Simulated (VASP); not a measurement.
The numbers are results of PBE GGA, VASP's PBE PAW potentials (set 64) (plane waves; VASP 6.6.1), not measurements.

A VASP calculation is set up with these files.

File POSCAR:
```
Co
8.140
  0.1541769042  -0.2670422604   0.0000000000
  0.1541769042   0.2670422604   0.0000000000
  0.0000000000   0.0000000000   0.5000000000
Co
2
direct
  0.3333330000   0.6666670000   0.2500000000
  0.6666670000   0.3333330000   0.7500000000
```

File KPOINTS:
```
kpoints
0
G
  13 13 7
```

### INCAR
```
ALGO = Normal
EDIFF = 1E-6
ENCUT = 400
GGA = PE
ISIF = 2
ISMEAR = 1
ISPIN = 2
LASPH = T
LCHARG = F
LMAXMIX = 4
LORBIT = 10
LREAL = F
LWAVE = F
MAGMOM = 2*1.8
NELM = 100
PREC = Accurate
SIGMA = 0.1
SYSTEM = Co
```

POTCAR, in this order: Co (PBE.64 set). Program: vasp_std.

What VASP printed:

**OSZICAR**
```
       N       E                     dE             d eps       ncg     rms          rms(c)
DAV:   1     0.696992204455E+02    0.69699E+02   -0.70527E+03  5160   0.130E+03
DAV:   2    -0.143299541163E+02   -0.84029E+02   -0.77658E+02  5047   0.237E+02
DAV:   3    -0.161482649843E+02   -0.18183E+01   -0.17772E+01  6160   0.488E+01
DAV:   4    -0.161772412459E+02   -0.28976E-01   -0.28969E-01  7338   0.464E+00
DAV:   5    -0.161774453903E+02   -0.20414E-03   -0.20413E-03  6266   0.370E-01    0.145E+01
DAV:   6    -0.145424159868E+02    0.16350E+01   -0.14178E+01  5453   0.756E+01    0.722E+00
DAV:   7    -0.140994268202E+02    0.44299E+00   -0.20013E+00  5607   0.276E+01    0.378E+00
DAV:   8    -0.140803231954E+02    0.19104E-01   -0.20910E-02  6868   0.172E+00    0.174E+00
DAV:   9    -0.140650072208E+02    0.15316E-01   -0.66838E-03  7085   0.146E+00    0.490E-01
DAV:  10    -0.140647651006E+02    0.24212E-03   -0.12634E-03  6869   0.488E-01    0.745E-02
DAV:  11    -0.140646897760E+02    0.75325E-04   -0.44080E-05  6933   0.866E-02    0.304E-02
DAV:  12    -0.140646879931E+02    0.17828E-05   -0.38459E-06  5906   0.241E-02    0.141E-02
DAV:  13    -0.140646877584E+02    0.23476E-06   -0.11844E-06  3388   0.167E-02
   1 F= -.14064688E+02 E0= -.14064417E+02  d E =-.812737E-03  mag=     3.2425
```

### OUTCAR
```
------------------------ aborting loop because EDIFF is reached ----------------------------------------
  FORCE on cell =-STRESS in cart. coord.  units (eV):
  Direction    XX          YY          ZZ          XY          YZ          ZX
  --------------------------------------------------------------------------------------
  Total       -0.7383355     -0.7383356     -0.8845555     -0.0000000      0.0000000     -0.0000000
  in kB      -53.2711136    -53.2711252    -63.8209296     -0.0000000      0.0000000     -0.0000000
  external PRESSURE =     -56.7877228 kB  Pullay stress =       0.0000000 kB
  volume of cell :       22.21
      direct lattice vectors                 reciprocal lattice vectors
     1.255000000 -2.173724000  0.000000000     0.398406375 -0.230020003  0.000000000
     1.255000000  2.173724000  0.000000000     0.398406375  0.230020003  0.000000000
     0.000000000  0.000000000  4.070000000     0.000000000  0.000000000  0.245700246
 POSITION                                       TOTAL-FORCE (eV/Angst)
 -----------------------------------------------------------------------------------
      1.25500      0.72458      1.01750         0.000000      0.000000      0.000000
      1.25500     -0.72458      3.05250        -0.000000     -0.000000      0.000000
 -----------------------------------------------------------------------------------
    total drift:                               -0.000023      0.000003     -0.000028
  FREE ENERGIE OF THE ION-ELECTRON SYSTEM (eV)
  ---------------------------------------------------
  free  energy   TOTEN  =       -14.0646877584 eV

  energy  without entropy=      -14.0638750215  energy(sigma->0) =      -14.06441685

 total charge

# of ion       s       p       d       tot
------------------------------------------
    1        0.480   0.503   7.243   8.225
    2        0.480   0.503   7.243   8.225
--------------------------------------------------
tot          0.959   1.005  14.486  16.451

 magnetization (x)

# of ion       s       p       d       tot
------------------------------------------
    1       -0.015  -0.056   1.718   1.647
    2       -0.015  -0.056   1.718   1.647
--------------------------------------------------
tot         -0.030  -0.112   3.435   3.294
```
(Selected blocks of OUTCAR.)

The compound is Co in the hcp structure. The cell was not relaxed at this level.
